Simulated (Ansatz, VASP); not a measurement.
# Cross-check of SnO (Romarchite) between VASP and Ansatz

Wanted: the spread between two codes on one cell, functional and k mesh. The cell is taken from a series of runs on this material, whose earlier steps may have relaxed, scaled, displaced or heated it; both programs get it as it stands.

Program: Ansatz 0.2.0. Level of theory: plane waves, with VASP 6.6.1 beside it; zone-centre phonons at PBEsol with D3(BJ). Results are calculated unless marked as measured.

### 1. Starting point

It takes space group P4/nmm (No. 129, tetragonal). The conventional cell has a = 3.804 Å, b = 3.804 Å, c = 4.746 Å, α = 90.00°, β = 90.00°, γ = 90.00°. Nearest to O lie 4 Sn at 2.22 Å. Nearest to Sn lie 4 O at 2.22 Å. Farther neighbours and most contacts between anions are not listed.

### 2. Ansatz: zone-centre phonons, PBEsol with D3(BJ)

Ansatz runs on its PAW soft_1 files.

Second derivatives magnify differences that forces hide, and they need a tight electronic threshold.

File input.yaml:

```yaml
crystal:
  lattice:
    - [3.8036461757, 0.0, 0.0]
    - [0.0, 3.8036461757, 0.0]
    - [0.0, 0.0, 4.7462561897]
  atoms:
    - { symbol: O, position: [0.0, 0.0, 0.0] }
    - { symbol: O, position: [0.5, 0.5, 0.0] }
    - { symbol: Sn, position: [0.5, 0.0, 0.2427439084] }
    - { symbol: Sn, position: [0.0, 0.5, 0.7572560916] }
kpoints:
  mp_grid: { grid: [12, 12, 12] }
hamiltonian:
  xc: pbesol
  dispersion: d3bj
  pseudopotentials: { kind: paw, azcp: { folder: soft_1 }, xc_functional: pbe }
scf:
  occupations: { method: methfessel_paxton, width: 0.2 }
output:
  eigenvalues: true
phonons:
  method: dfpt
```

Command:

```
> ansatz run input.yaml --threads 4 --pin off --max-ram 16384MiB --backend cpu --events-out ev --progress --plain --runs-dir out
```

Numbers of over 12 decimals in the logs are rounded to 6 here.

The program printed:

```text
zone centre: on kpoints.mp_grid the ground state, and the responses unless they are solved on pairs of k-points, stand on 343 of the mesh's 1728 k-points, reduced under 4 symmetry operations, with k and −k counted as one. Each operation leaves every solved displacement unchanged or reverses it
Engine: ansatz 0.2.0, aarch64-unknown-linux-gnu
Pseudopotentials: kind: paw
Pseudopotential: O, paw, valence charge 6, recommended cutoff 420 eV (normal), soft_1/O.paw.azcp
Pseudopotential: Sn, paw, valence charge 14, recommended cutoff 420 eV (normal), soft_1/Sn.paw.azcp
Functional definition: PBEsol
  exchange = pbesol_x
  correlation = pbesol_c
Crystal: 4 atoms, lattice volume = 68.668 Å³
Basis set: ecut = 420 eV, 1327 PW (Γ), exchange–correlation on 60×60×64 points (8 copies of the dense FFT grid, shifted against one another)
Bands: 24, of which v1, the nominal top of the filled ones, is band 20 counted from 1 (19 counted from 0)
Symmetry: 16 space group operations
k-points: 343 of 1728 (irreducible under 4 space group operations, time reversal used)
Non-local potential: O, projectors of the file, l = 0: 2, l = 1: 2, l = 2: 1
Non-local potential: Sn, projectors of the file, l = 0: 2, l = 1: 2, l = 2: 2, l = 3: 1
PAW form: soft (Blöchl's): semilocal exchange-correlation on the pseudo side does not see the compensation charge
PAW frozen core: O, regenerated for the run's functional, and the local potential with it (the file was generated under x = pbe(κ = 0.804, μ = 0.219515), c = pbe(β = 0.066725))
PAW frozen core: Sn, regenerated for the run's functional, and the local potential with it (the file was generated under x = pbe(κ = 0.804, μ = 0.219515), c = pbe(β = 0.066725))
PAW one-centre angular grid: O, 110 points (default); XC on 64 Gauss nodes
PAW one-centre angular grid: Sn, 590 points (default); XC on 64 Gauss nodes
Initial density: superposition of atomic densities (chi_scale 0.1, normalization cell, long waves kept (reshape's long-wave potential 0.15 eV rms))
Initial wavefunctions: pseudopotential atomic-orbital guess
Functional: x = pbesol(κ = 0.804, μ = 0.123457), c = pbesol(β = 0.046)
SCF iter   1: F=—  HF=-13023.062282 eV  |F-HF|=—  |Δ(HF+E_count)|=         —  Δρ=5.30e-2  dr2=2.46e0  ethr=3.10e-3  ⟨swp⟩=5.5  Hψ=36499  notcnv=0
preconditioner: auto → Kerker (q_TF=auto, 2.493 Å⁻¹)  [metal: Δε(μ)=0.016 eV  Ē_g=18.342 eV  σ=0.200 eV  W_gap=0.07  n_scr=18 (ndim 8)  ℏωp=28.3 eV  f_vac=0.000  D(μ)=0.35/eV (n_scr^D=0)]
SCF iter   2: F=—  HF=-13022.652655 eV  |F-HF|=—  |Δ(HF+E_count)|=   4.10e-1  S|Δr|=    0.00e0  Δρ=2.54e-2  dr2=7.54e-1  ethr=3.10e-3  ⟨swp⟩=3.1  Hψ=19122  notcnv=0
SCF iter   3: F=—  HF=-13022.502650 eV  |F-HF|=—  |Δ(HF+E_count)|=   1.50e-1  S|Δr|=    0.00e0  Δρ=1.41e-2  dr2=2.29e-1  ethr=1.89e-3  ⟨swp⟩=3.0  Hψ=16476  notcnv=0
SCF iter   4: F=—  HF=-13022.459879 eV  |F-HF|=—  |Δ(HF+E_count)|=   4.28e-2  S|Δr|=    0.00e0  Δρ=5.08e-3  dr2=2.66e-2  ethr=5.72e-4  ⟨swp⟩=2.9  Hψ=16497  notcnv=0
SCF iter   5: F=—  HF=-13022.456550 eV  |F-HF|=—  |Δ(HF+E_count)|=   3.33e-3  S|Δr|=    0.00e0  Δρ=1.41e-3  dr2=2.74e-3  ethr=6.64e-5  ⟨swp⟩=1.8  Hψ=12840  notcnv=0
SCF iter   6: F=—  HF=-13022.456759 eV  |F-HF|=—  |Δ(HF+E_count)|=   2.09e-4  S|Δr|=    0.00e0  Δρ=6.40e-4  dr2=4.40e-4  ethr=6.86e-6  ⟨swp⟩=2.7  Hψ=15008  notcnv=0
SCF iter   7: F=—  HF=-13022.456777 eV  |F-HF|=—  |Δ(HF+E_count)|=   1.78e-5  S|Δr|=    0.00e0  Δρ=2.09e-4  dr2=4.29e-5  ethr=1.10e-6  ⟨swp⟩=3.0  Hψ=15238  notcnv=0
SCF iter   8: F=—  HF=-13022.456782 eV  |F-HF|=—  |Δ(HF+E_count)|=   5.78e-6  S|Δr|=    0.00e0  Δρ=7.63e-5  dr2=3.44e-6  ethr=1.07e-7  ⟨swp⟩=2.8  Hψ=14835  notcnv=0
SCF iter   9: F=—  HF=-13022.456781 eV  |F-HF|=—  |Δ(HF+E_count)|=   1.60e-6  S|Δr|=    0.00e0  Δρ=2.67e-5  dr2=4.32e-7  ethr=8.59e-9  ⟨swp⟩=2.2  Hψ=14863  notcnv=0
SCF iter  10: F=—  HF=-13022.456781 eV  |F-HF|=—  |Δ(HF+E_count)|=   1.60e-8  S|Δr|=    0.00e0  Δρ=5.17e-6  dr2=1.67e-8  ethr=1.08e-9  ⟨swp⟩=2.0  Hψ=13958  notcnv=0
SCF iter  11: F=—  HF=-13022.456781 eV  |F-HF|=—  |Δ(HF+E_count)|=   4.91e-9  S|Δr|=    0.00e0  Δρ=1.51e-6  dr2=1.16e-9  ethr=4.17e-11  ⟨swp⟩=2.0  Hψ=10981  notcnv=0
SCF iter  12: F=—  HF=-13022.456781 eV  |F-HF|=—  |Δ(HF+E_count)|=  4.44e-10  S|Δr|=    0.00e0  Δρ=3.89e-7  dr2=1.05e-10  ethr=2.89e-12  ⟨swp⟩=2.0  Hψ=15096  notcnv=0
SCF iter  13: F=-13022.456781 eV  HF=-13022.456781 eV  |F-HF|=0.00e0  |Δ(HF+E_count)|=  2.73e-11  S|Δr|=    0.00e0  Δρ=8.80e-8  dr2=8.46e-12  ethr=1.00e-12  ⟨swp⟩=5.9  Hψ=40364  notcnv=0
the search or the solves at the SCF's close seem to have found levels that the self-consistency loop had missed (the run counts 1). By its estimate they hold under 1e-12 electrons; where the run keeps them, the occupations were computed again with them
SCF 1 converged in 13 iterations: F = -13022.456781 eV  dr2 = 8.46e-12
  greatest PAW one-centre occupation: 0.994 electrons in one spin orbital (limit 2), on the Sn atom at site 3 (counted from 0), in its partial waves of l = 2
DFPT response loops at Γ: preconditioner auto → Kerker (q_TF=auto, 2.493 Å⁻¹) (partly filled bands, converged f_vac=0.009); β = 1.00, the filter's whole step (`scf.mixing.beta` (0.50) is not read by the response loops under this deck's `scf.mixing.preconditioner`; to damp them name `kerker` or `kerker_dos`, under which they read `scf.mixing.beta`, and type it under 1.00, their step now; both keys bind the ground state too); Broyden in place of MSR1
SCF converged after 13 iterations
Stability not checked: this state was not tested for a lower state beside it, because cold or Methfessel-Paxton smearing, or corrected tetrahedra, fill the levels in a way that the test cannot read (fill_not_monotonic; see scf.lower_state_search)
Free energy (F): -13022.456781 eV
Harris-Foulkes:  -13022.456781 eV  (|F-HF|=0.00e0)
Internal energy: -13022.457591 eV  (E = F + TS)
E sigma→0 (E₀):  -13022.456983 eV
Entropy (-TS):   0.000810 eV (0.203 meV/atom)
Fermi energy:    10.208933 eV
Step filling:    the computed levels leave a gap of 0.0000 eV = 0.0 smearing widths at the electron count; against every level under it full and every level over it empty, smearing changes F+E_penalty+E_count by +0.157 meV and its σ→0 estimate by -0.045 meV
--- Per-component energies (eV) ---
  E_band       = -176.714998
  E_kinetic    = 672.409716
  E_local      = -2900.667442  (includes V_loc(G=0)·N_el)
  E_nonlocal   = 399.686220
  E_hartree    = 1363.349397
  E_xc         = -391.057610
  E_vxc        = -342.530412  (∫ρ·V_xc dr)
  E_paw        = -8905.108568  (= ΣΔE_a)
  E_vpaw       = -732.314039  (= ΣTr[D̂ρ^β])
  E_aug_tail   = 0.002035  (compensation charges beyond the density's cutoff)
  E_ewald      = -3260.831417
  E_disp       = -0.880178  (pairwise vdW)
  E_core_change = 0.640255  (= ΣΔE_core)
  E_smearing   = 0.000810  (= −TS)
  E_closure    = 0.000000  (closes the sum)
  Σ components = -13022.456781   (vs F -13022.456781, Δ=0.00e0)
--- Band table (eV; the first three rows and the last of 343) ---
  k-point 0: bands = [... 16 lower, 6.6562, 6.9644, 6.9644, 10.1523, 12.3101, 14.6936, 14.6936, 14.6959]
  k-point 1: bands = [... 16 lower, 6.6505, 6.9634, 6.9634, 10.1089, 12.1928, 14.4296, 14.4296, 14.7310]
  k-point 2: bands = [... 16 lower, 6.6348, 6.9606, 6.9606, 9.9463, 11.9526, 13.9659, 13.9659, 14.6886]
  k-point 342: bands = [... 16 lower, 7.3360, 7.3360, 7.6345, 7.6345, 12.4150, 12.4150, 14.3162, 14.3162]
--- Phonons (Γ-DFPT): 4 representative perturbations + reference, on 343 of 1728 k-points (Σ response iterations 14) ---
  k mesh reduced under 4 symmetry operations, with k and −k counted as one. Each operation leaves every solved displacement unchanged or reverses it
  ASR residual: 1.958e-5 → 0.000e0 eV/Å²; symmetrization residual: 2.534e-6 eV/Å²
  pairwise dispersion correction: d3bj (s6 = 1.0, s8 = 2.9491, a1 = 0.4466, a2_bohr = 6.1742), with the weights of each atom's references fixed at the reference crystal's, and the forces and stress that the weights' published response gives there kept as a pressure on the atom's counted neighbours (hamiltonian.dispersion)
  ASR residual per site (eV/Å²): 1.96e-5 1.96e-5 6.74e-6 6.74e-6
  Γ frequencies (cm⁻¹): 0.00 0.00 0.00 112.74 112.74 206.63 265.71 265.71 346.30 363.61 457.73 457.73
  non-analytic LO–TO correction: not included (Born effective charges unavailable; polar crystals: no LO–TO splitting at Γ)
```

The column dr2 measures how far the density is from self-consistency, as an energy; F and HF (Harris–Foulkes) agree once it is small.

[end of part 1 of 2]

[Lines on the potential files, build, host, timing and source positions are cut from VASP's logs without a mark.]

[Logs are printed without paths, hosts, clocks, repeated set-up lines and the standing remarks that a program may print on its own settings, such as how far it seeks lower states.]

[Hosts, paths, dates, database ids (printed as entryN), source tags and the programs' standing remarks are cut or masked in the printed files.]
